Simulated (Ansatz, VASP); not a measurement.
# KSnCl3: VASP beside Ansatz, part 2 of 2

Aim: how closely do two programs agree when they are given the same cell, functional and k mesh? The cell is generated by rule, not measured, and may not be a known phase. The cell is taken from a series of runs on this material, whose earlier steps may have relaxed, scaled, displaced or heated it; both programs get it as it stands.

VASP 6.6.1 and Ansatz 0.2.0.

So far: Starting point; VASP: zone-centre phonons, LDA.

## (2) VASP: zone-centre phonons, LDA (continued)

Level of this step: LDA; plane waves and PAW (K_sv, Sn_d, Cl); invented cell (VASP).

OUTCAR, selected parts (step 2):

```text
ion  position               nearest neighbor table
   1  0.000  0.000  0.000-
   2  0.500  0.500  0.500-   3 2.70   4 2.70   5 2.70   3 2.70   4 2.70   5 2.70
   3  0.500  0.500  0.000-   2 2.70   2 2.70
   4  0.500  0.000  0.500-   2 2.70   2 2.70
   5  0.000  0.500  0.500-   2 2.70   2 2.70

  LATTYP: Found a simple cubic cell.
 ALAT       =     5.3980716364

 Subroutine GETGRP returns: Found 48 space group operations
 (whereof 48 operations were pure point group operations)

The static configuration has the point symmetry O_h .

 Found     20 irreducible k-points:

   k-points           NKPTS =     20   k-points in BZ     NKDIM =     20   number of bands    NBANDS=     28

   dimension x,y,z NGX =    40 NGY =   40 NGZ =   40
   dimension x,y,z NGXF=    80 NGYF=   80 NGZF=   80

   ENCUT  =  500.0 eV  36.75 Ry    6.06 a.u.   9.84  9.84  9.84*2*pi/ulx,y,z

   NELECT =      44.0000    total number of electrons

 k-points in reciprocal lattice and weights: Automatic mesh
   0.00000000  0.00000000  0.00000000       0.005
   0.16666667  0.00000000  0.00000000       0.028
   0.33333333  0.00000000  0.00000000       0.028
   0.50000000  0.00000000  0.00000000       0.014
   0.16666667  0.16666667  0.00000000       0.056
   0.33333333  0.16666667  0.00000000       0.111
   0.50000000  0.16666667  0.00000000       0.056
   0.33333333  0.33333333  0.00000000       0.056
   0.50000000  0.33333333  0.00000000       0.056
[...]
0.50000000  0.50000000  0.33333333       0.028
   0.50000000  0.50000000  0.50000000       0.005

 average (electrostatic) potential at core
       1 -35.5656       2-104.5857       3 -97.6226       4 -97.6226       5 -97.6226

  Total       -0.0123847     -0.0123847     -0.0123847      0.0000000     -0.0000000     -0.0000000
  in kB       -0.1261475     -0.1261475     -0.1261475      0.0000000     -0.0000000     -0.0000000
  external PRESSURE =      -0.1261475 kB  Pullay stress =       0.0000000 kB

  energy-cutoff  :      500.00
  volume of cell :      157.30
      direct lattice vectors                 reciprocal lattice vectors
     5.398071636  0.000000000  0.000000000     0.185251339  0.000000000  0.000000000
     0.000000000  5.398071636  0.000000000     0.000000000  0.185251339  0.000000000
     0.000000000  0.000000000  5.398071636     0.000000000  0.000000000  0.185251339

 POSITION                                       TOTAL-FORCE (eV/Angst)
 -----------------------------------------------------------------------------------
      0.00000      0.00000      0.00000         0.000000      0.000000      0.000000
      2.69904      2.69904      2.69904         0.000000      0.000000      0.000000
      2.69904      2.69904      0.00000         0.000000      0.000000      0.000000
      2.69904      0.00000      2.69904         0.000000      0.000000      0.000000
      0.00000      2.69904      2.69904         0.000000      0.000000      0.000000
 -----------------------------------------------------------------------------------
    total drift:                                0.000000      0.000000     -0.000000

 Eigenvectors and eigenvalues of the dynamical matrix
 ----------------------------------------------------

   1 f  =    3.547938 THz    22.292350 2PiTHz  118.346464 cm-1    14.673085 meV
             X         Y         Z           dx          dy          dz
      0.000000  0.000000  0.000000    -0.000000    0.000000   -0.061598
      2.699036  2.699036  2.699036     0.000000   -0.000000    0.637720
      2.699036  2.699036  0.000000    -0.000000    0.000000   -0.721809
      2.699036  0.000000  2.699036    -0.000000    0.000000   -0.185081
      0.000000  2.699036  2.699036    -0.000000    0.000000   -0.185081

   2 f  =    3.547938 THz    22.292350 2PiTHz  118.346464 cm-1    14.673085 meV
             X         Y         Z           dx          dy          dz
      0.000000  0.000000  0.000000    -0.056859   -0.023691    0.000000
      2.699036  2.699036  2.699036     0.588664    0.245278   -0.000000
      2.699036  2.699036  0.000000    -0.170844   -0.071185   -0.000000
      2.699036  0.000000  2.699036    -0.170844   -0.277620    0.000000
      0.000000  2.699036  2.699036    -0.666285   -0.071185   -0.000000

   3 f  =    3.547938 THz    22.292350 2PiTHz  118.346464 cm-1    14.673085 meV
             X         Y         Z           dx          dy          dz
      0.000000  0.000000  0.000000     0.023691   -0.056859    0.000000
      2.699036  2.699036  2.699036    -0.245278    0.588664    0.000000
      2.699036  2.699036  0.000000     0.071185   -0.170844   -0.000000
      2.699036  0.000000  2.699036     0.071185   -0.666285   -0.000000
      0.000000  2.699036  2.699036     0.277620   -0.170844   -0.000000

   4 f  =    0.595983 THz     3.744671 2PiTHz   19.879847 cm-1     2.464786 meV
             X         Y         Z           dx          dy          dz
      0.000000  0.000000  0.000000    -0.146457   -0.609965    0.259877
      2.699036  2.699036  2.699036     0.075166    0.313050   -0.133375
      2.699036  2.699036  0.000000    -0.060553   -0.252193   -0.195117
      2.699036  0.000000  2.699036    -0.060553    0.457964    0.107447
      0.000000  2.699036  2.699036     0.109961   -0.252193    0.107447

   5 f  =    0.595983 THz     3.744671 2PiTHz   19.879847 cm-1     2.464786 meV
             X         Y         Z           dx          dy          dz
      0.000000  0.000000  0.000000    -0.061788   -0.252427   -0.627300
      2.699036  2.699036  2.699036     0.031711    0.129552    0.321947
      2.699036  2.699036  0.000000    -0.025546   -0.104367    0.470980
      2.699036  0.000000  2.699036    -0.025546    0.189523   -0.259360
      0.000000  2.699036  2.699036     0.046390   -0.104367   -0.259360

   6 f  =    0.595983 THz     3.744671 2PiTHz   19.879847 cm-1     2.464786 meV
             X         Y         Z           dx          dy          dz
      0.000000  0.000000  0.000000     0.660133   -0.158954   -0.001058
      2.699036  2.699036  2.699036    -0.338797    0.081579    0.000543
      2.699036  2.699036  0.000000     0.272935   -0.065720    0.000795
      2.699036  0.000000  2.699036     0.272935    0.119343   -0.000438
      0.000000  2.699036  2.699036    -0.495630   -0.065720   -0.000438

   7 f/i=    0.024858 THz     0.156187 2PiTHz    0.829170 cm-1     0.102804 meV
             X         Y         Z           dx          dy          dz
      0.000000  0.000000  0.000000    -0.003992   -0.026189   -0.357517
      2.699036  2.699036  2.699036    -0.007630   -0.050063   -0.683420
      2.699036  2.699036  0.000000    -0.003903   -0.025608   -0.394023
      2.699036  0.000000  2.699036    -0.003903   -0.028864   -0.349574
      0.000000  2.699036  2.699036    -0.004399   -0.025608   -0.349574

   8 f/i=    0.024858 THz     0.156187 2PiTHz    0.829170 cm-1     0.102804 meV
             X         Y         Z           dx          dy          dz
      0.000000  0.000000  0.000000     0.315565    0.169367   -0.015930
      2.699036  2.699036  2.699036     0.603225    0.323758   -0.030451
      2.699036  2.699036  0.000000     0.308554    0.165604   -0.017557
      2.699036  0.000000  2.699036     0.308554    0.186661   -0.015576
      0.000000  2.699036  2.699036     0.347787    0.165604   -0.015576

   9 f/i=    0.024858 THz     0.156187 2PiTHz    0.829170 cm-1     0.102804 meV
             X         Y         Z           dx          dy          dz
      0.000000  0.000000  0.000000     0.170068   -0.314880    0.021167
      2.699036  2.699036  2.699036     0.325097   -0.601915    0.040463
      2.699036  2.699036  0.000000     0.166289   -0.307884    0.023329
      2.699036  0.000000  2.699036     0.166289   -0.347032    0.020697
      0.000000  2.699036  2.699036     0.187433   -0.307884    0.020697

  10 f/i=    1.214201 THz     7.629053 2PiTHz   40.501400 cm-1     5.021531 meV
             X         Y         Z           dx          dy          dz
      0.000000  0.000000  0.000000    -0.000000   -0.000000    0.000000
      2.699036  2.699036  2.699036    -0.000000   -0.000000   -0.000000
      2.699036  2.699036  0.000000    -0.395729    0.496993    0.000000
      2.699036  0.000000  2.699036     0.395729   -0.000000    0.310477
      0.000000  2.699036  2.699036    -0.000000   -0.496993   -0.310477

  11 f/i=    1.214201 THz     7.629053 2PiTHz   40.501400 cm-1     5.021531 meV
             X         Y         Z           dx          dy          dz
      0.000000  0.000000  0.000000     0.000000    0.000000    0.000000
      2.699036  2.699036  2.699036    -0.000000    0.000000    0.000000
      2.699036  2.699036  0.000000     0.584740    0.310324    0.000000
      2.699036  0.000000  2.699036    -0.584740   -0.000000    0.248553
      0.000000  2.699036  2.699036    -0.000000   -0.310324   -0.248553

  12 f/i=    1.214201 THz     7.629053 2PiTHz   40.501400 cm-1     5.021531 meV
             X         Y         Z           dx          dy          dz
      0.000000  0.000000  0.000000    -0.000000   -0.000000    0.000000
      2.699036  2.699036  2.699036    -0.000000   -0.000000   -0.000000
      2.699036  2.699036  0.000000     0.038439    0.395850   -0.000000
      2.699036  0.000000  2.699036    -0.038439   -0.000000   -0.584658
      0.000000  2.699036  2.699036    -0.000000   -0.395850    0.584658

  13 f/i=    2.441667 THz    15.341447 2PiTHz   81.445247 cm-1    10.097919 meV
             X         Y         Z           dx          dy          dz
      0.000000  0.000000  0.000000    -0.399594   -0.496958   -0.000091
      2.699036  2.699036  2.699036    -0.029701   -0.036938   -0.000007
      2.699036  2.699036  0.000000     0.322005    0.400464   -0.000036
      2.699036  0.000000  2.699036     0.322005   -0.195594    0.000074
      0.000000  2.699036  2.699036    -0.157273    0.400464    0.000074

  14 f/i=    2.441667 THz    15.341447 2PiTHz   81.445247 cm-1    10.097919 meV
             X         Y         Z           dx          dy          dz
      0.000000  0.000000  0.000000    -0.494397    0.397523    0.064731
      2.699036  2.699036  2.699036    -0.036748    0.029547    0.004811
      2.699036  2.699036  0.000000     0.398401   -0.320336    0.025477
      2.699036  0.000000  2.699036     0.398401    0.156458   -0.052163
      0.000000  2.699036  2.699036    -0.194586   -0.320336   -0.052163

  15 f/i=    2.441667 THz    15.341447 2PiTHz   81.445247 cm-1    10.097919 meV
             X         Y         Z           dx          dy          dz
      0.000000  0.000000  0.000000    -0.050389    0.040634   -0.634392
      2.699036  2.699036  2.699036    -0.003745    0.003020   -0.047153
      2.699036  2.699036  0.000000     0.040605   -0.032744   -0.249686
      2.699036  0.000000  2.699036     0.040605    0.015993    0.511213
      0.000000  2.699036  2.699036    -0.019832   -0.032744    0.511213

 ELASTIC MODULI CONTR FROM IONIC RELAXATION (kBar)
 Direction    XX          YY          ZZ          XY          YZ          ZX
 --------------------------------------------------------------------------------
 XX           0.0000      0.0000      0.0000      0.0000      0.0000      0.0000
 YY           0.0000      0.0000      0.0000      0.0000      0.0000      0.0000
 ZZ           0.0000      0.0000      0.0000      0.0000      0.0000      0.0000
 XY           0.0000      0.0000      0.0000      0.0000      0.0000      0.0000
 YZ           0.0000      0.0000      0.0000      0.0000      0.0000      0.0000
 ZX           0.0000      0.0000      0.0000      0.0000      0.0000      0.0000
 --------------------------------------------------------------------------------
```

## (3) Ansatz: zone-centre phonons, LDA

Ansatz runs on norm-conserving files, of PseudoDojo where its log says so.

The same cell, functional (in two slightly different forms), mesh and smearing now go to Ansatz.

The input, input.yaml:

```yaml
crystal:
  lattice:
    - [5.3980716364, 0.0, 0.0]
    - [0.0, 5.3980716364, 0.0]
    - [0.0, 0.0, 5.3980716364]
  atoms:
    - { symbol: K, position: [0.0, 0.0, 0.0] }
    - { symbol: Sn, position: [0.5, 0.5, 0.5] }
    - { symbol: Cl, position: [0.5, 0.5, 0.0] }
    - { symbol: Cl, position: [0.5, 0.0, 0.5] }
    - { symbol: Cl, position: [0.0, 0.5, 0.5] }
kpoints:
  mp_grid: { grid: [6, 6, 6] }
hamiltonian:
  xc: lda
  pseudopotentials: { kind: nc, accuracy: standard }
scf:
  occupations: { method: gaussian, width: 0.02721 }
output:
  eigenvalues: true
basis:
  ecutwfc: 870.764
phonons:
  method: dfpt
```

Run with:

```console
> ansatz run input.yaml --threads 4 --pin off --max-ram 8192MiB --backend cpu --events-out ev --progress --plain --runs-dir out
```

The program printed:

```text
Warning: basis.ecutwfc = 870.764 eV is below the records' recommended 979.609905 eV, and the density's cutoff is lower with it unless basis.ecutrho_ratio is high enough to keep the records' density cutoff: compare with a run at a higher cutoff
zone centre: on kpoints.mp_grid the ground state, and the responses unless they are solved on pairs of k-points, stand on 64 of the mesh's 216 k-points, reduced under 8 symmetry operations, with k and −k counted as one. Each operation leaves every solved displacement unchanged or reverses it
Engine: ansatz 0.2.0, x86_64-unknown-linux-gnu
Pseudopotentials: kind: nc
Pseudopotential: K, nc, valence charge 9, recommended cutoff 979.609905 eV (normal), K.nc.azcp (PseudoDojo's, or run here from an input of PseudoDojo's; its table is named by hamiltonian.pseudopotentials.accuracy)
Pseudopotential: Sn, nc, valence charge 14, recommended cutoff 979.609905 eV (normal), Sn.nc.azcp (PseudoDojo's, or run here from an input of PseudoDojo's; its table is named by hamiltonian.pseudopotentials.accuracy)
Pseudopotential: Cl, nc, valence charge 7, recommended cutoff 761.918815 eV (normal), Cl.nc.azcp (PseudoDojo's, or run here from an input of PseudoDojo's; its table is named by hamiltonian.pseudopotentials.accuracy)
Functional definition: SPW92
  exchange = slater_x
  correlation = pw_c
Crystal: 5 atoms, lattice volume = 157.295 Å³
Basis set: ecut = 870.764 eV, 9093 PW (Γ), exchange–correlation on 108×108×108 points (8 copies of the dense FFT grid, shifted against one another)
Bands: 27, of which v1, the nominal top of the filled ones, is band 22 counted from 1 (21 counted from 0)
Symmetry: 48 space group operations
k-points: 64 of 216 (irreducible under 8 space group operations)
Non-local potential: K, projectors of the file, l = 0: 2, l = 1: 2, l = 2: 2
Non-local potential: Sn, projectors of the file, l = 0: 2, l = 1: 2, l = 2: 2
Non-local potential: Cl, projectors of the file, l = 0: 2, l = 1: 2, l = 2: 2
Initial density: superposition of atomic densities (chi_scale 0.1, normalization cell, long waves kept (reshape's long-wave potential 0.01 eV rms))
Initial wavefunctions: pseudopotential atomic-orbital guess
Functional: x = slater, c = lda
SCF iter   1: F=—  HF=-4299.166672 eV  |F-HF|=—  |Δ(HF+E_count)|=         —  Δρ=3.72e-2  dr2=3.08e0  ethr=3.10e-3  ⟨swp⟩=11.2  Hψ=10793  notcnv=0
preconditioner: auto → Resta (q_TF=auto, 2.206 Å⁻¹)  ε∞=4.8  [insulator: Δε(μ)=0.798 eV  Ē_g=6.823 eV  σ=0.027 eV  W_gap=0.68  n_scr=26 (ndim 8)  ℏωp=13.2 eV  f_vac=0.026  D(μ)=0.56/eV (n_scr^D=0)  ε∞_Penn≈4.8]
SCF iter   2: F=—  HF=-4298.049587 eV  |F-HF|=—  |Δ(HF+E_count)|=    1.12e0  Δρ=1.46e-2  dr2=6.82e-1  ethr=3.10e-3  ⟨swp⟩=3.8  Hψ=4239  notcnv=0  defer=62
SCF iter   3: F=—  HF=-4297.715212 eV  |F-HF|=—  |Δ(HF+E_count)|=   3.34e-1  Δρ=4.83e-3  dr2=7.92e-2  ethr=1.55e-3  ⟨swp⟩=4.3  Hψ=3979  notcnv=0  defer=62
SCF iter   4: F=—  HF=-4297.676135 eV  |F-HF|=—  |Δ(HF+E_count)|=   3.91e-2  Δρ=1.47e-3  dr2=6.65e-3  ethr=1.80e-4  ⟨swp⟩=5.0  Hψ=3418  notcnv=0  defer=63
SCF iter   5: F=—  HF=-4297.674595 eV  |F-HF|=—  |Δ(HF+E_count)|=   1.54e-3  Δρ=3.50e-4  dr2=3.08e-4  ethr=1.51e-5  ⟨swp⟩=3.3  Hψ=3150  notcnv=0  defer=66
SCF iter   6: F=—  HF=-4297.674736 eV  |F-HF|=—  |Δ(HF+E_count)|=   1.41e-4  Δρ=6.26e-5  dr2=1.07e-5  ethr=7.00e-7  ⟨swp⟩=2.3  Hψ=2802  notcnv=0  defer=64
SCF iter   7: F=—  HF=-4297.674740 eV  |F-HF|=—  |Δ(HF+E_count)|=   3.67e-6  Δρ=1.55e-5  dr2=5.77e-7  ethr=2.43e-8  ⟨swp⟩=2.4  Hψ=2953  notcnv=0  defer=63
SCF iter   8: F=—  HF=-4297.674958 eV  |F-HF|=—  |Δ(HF+E_count)|=   2.18e-4  Δρ=2.28e-6  dr2=1.82e-8  ethr=1.31e-9  ⟨swp⟩=2.4  Hψ=2893  notcnv=0  defer=63
SCF iter   9: F=—  HF=-4297.674958 eV  |F-HF|=—  |Δ(HF+E_count)|=   9.63e-9  Δρ=6.32e-7  dr2=9.83e-10  ethr=4.13e-11  ⟨swp⟩=2.2  Hψ=2716  notcnv=0  defer=63
SCF iter  10: F=—  HF=-4297.674958 eV  |F-HF|=—  |Δ(HF+E_count)|=  5.60e-10  Δρ=2.78e-7  dr2=7.46e-11  ethr=2.23e-12  ⟨swp⟩=2.1  Hψ=3030  notcnv=0  defer=63
SCF iter  11: F=-4297.674958 eV  HF=-4297.674958 eV  |F-HF|=0.00e0  |Δ(HF+E_count)|=    0.00e0  Δρ=8.99e-8  dr2=8.31e-12  ethr=1.00e-12  ⟨swp⟩=19.4  Hψ=13557  notcnv=0
SCF 1 converged in 11 iterations: F = -4297.674958 eV  dr2 = 8.31e-12
DFPT response loops at Γ: preconditioner auto → Resta (q_TF=auto, 2.206 Å⁻¹)  ε∞=16.2 (no band partly filled); β = 1.00, the filter's whole step (`scf.mixing.beta` (0.50) is not read by the response loops at its default; to damp them type it under 1.00, their step now; it binds the ground state too); Broyden in place of MSR1
SCF converged after 11 iterations
Free energy (F): -4297.674958 eV
Harris-Foulkes:  -4297.674958 eV  (|F-HF|=0.00e0)
Internal energy: -4297.674958 eV  (E = F + TS)
E sigma→0 (E₀):  -4297.674958 eV
Fermi energy:    5.261967 eV
--- Per-component energies (eV) ---
  E_band       = -352.657949
  E_kinetic    = 2008.032530
  E_local      = -3579.234463  (includes V_loc(G=0)·N_el)
  E_nonlocal   = -304.141059
  E_hartree    = 1172.795873
  E_xc         = -1123.686555
  E_vxc        = -822.906745  (∫ρ·V_xc dr)
  E_ewald      = -2471.441284
  E_smearing   = -0.000000  (= −TS)
  E_closure    = 0.000000  (closes the sum)
  Σ components = -4297.674958   (vs F -4297.674958, Δ=0.00e0)
--- Band table (eV; the first three rows and the last of 64) ---
  k-point 0: bands = [... 18 lower, 0.8639, 0.9216, 0.9216, 0.9216, 5.9904, 8.2229, 8.2229, 8.8940, ... 1 higher]
  k-point 1: bands = [... 18 lower, 0.8272, 0.9007, 0.9007, 1.0566, 6.2609, 8.3167, 8.4463, 8.9967, ... 1 higher]
  k-point 2: bands = [... 18 lower, 0.7564, 0.8850, 0.8850, 1.8489, 6.9500, 7.5926, 8.4331, 8.9628, ... 1 higher]
  k-point 63: bands = [... 18 lower, 1.3913, 1.3913, 1.3913, 5.1495, 5.3779, 5.3779, 5.3779, 7.3982, ... 1 higher]
--- Phonons (Γ-DFPT): 4 representative perturbations + reference, on 64 of 216 k-points (Σ response iterations 13) ---
  k mesh reduced under 8 symmetry operations, with k and −k counted as one. Each operation leaves every solved displacement unchanged or reverses it
  ASR residual: 2.033e-4 → 0.000e0 eV/Å²; symmetrization residual: 6.431e-5 eV/Å²
  ASR residual per site (eV/Å²): 1.79e-4 2.03e-4 2.25e-5 2.25e-5 2.25e-5
  Γ frequencies (cm⁻¹): -78.70 -78.70 -78.70 -36.91 -36.91 -36.91 0.00 0.00 0.00 31.93 31.93 31.93 122.34 122.34 122.34
  non-analytic LO–TO correction: not included (Born effective charges unavailable; polar crystals: no LO–TO splitting at Γ)
```

The column dr2 measures how far the density is from self-consistency, as an energy; F and HF (Harris–Foulkes) agree once it is small.

## (4) Side by side

Known differences besides the potentials themselves: the two LDA forms differ slightly; the cutoff is 870.764 eV in Ansatz and 500 eV in VASP; VASP's log shows a relativistic correction to its local exchange, Ansatz's none; Ansatz's log warns that its cutoff lies below the recommended one. Total energies have different zeros and are not compared.

Both answers:

| quantity | Ansatz | VASP | difference |
| --- | --- | --- | --- |
| optical mode 1 to 3 (imaginary, printed as negative) (cm⁻¹) | -78.7 | -81.4 | +2.7 |
| optical mode 4 to 6 (imaginary, printed as negative) (cm⁻¹) | -36.9 | -40.5 | +3.6 |
| optical mode 7 to 9 (cm⁻¹) | 31.9 | 19.9 | +12.1 |
| optical mode 10 to 12 (cm⁻¹) | 122.3 | 118.3 | +3.37 % |

Modes are paired by rising frequency, not by their patterns, so a pair may set unlike modes beside each other; they are those without the splitting of longitudinal modes.

## (5) Outcome

```
r.m.s. difference of the optical zone-centre modes, each program's sorted by frequency (zone-centre phonons, LDA) : 6.7 cm⁻¹
difference in optical mode 10 to 12 (zone-centre phonons, LDA)                                                    : +3.4 %
```

The r.m.s. difference of the optical zone-centre modes, each program's sorted by frequency is 6.7 cm⁻¹ (zone-centre phonons, LDA). Among the rows given in per cent, the largest difference of the zone-centre phonons, LDA pair is in optical mode 10 to 12, +3.4 %. Ansatz's own log doubts the convergence of its zone-centre phonons, LDA run, which may account for the difference. How closely two codes agree says nothing of how well the functional describes the real material.

[Lines on the potential files, build, host, timing and source positions are cut from VASP's logs without a mark.]

[Logs are printed without paths, hosts, clocks, repeated set-up lines and the standing remarks that a program may print on its own settings, such as how far it seeks lower states.]

[Hosts, paths, dates, database ids (printed as entryN), source tags and the programs' standing remarks are cut or masked in the printed files.]
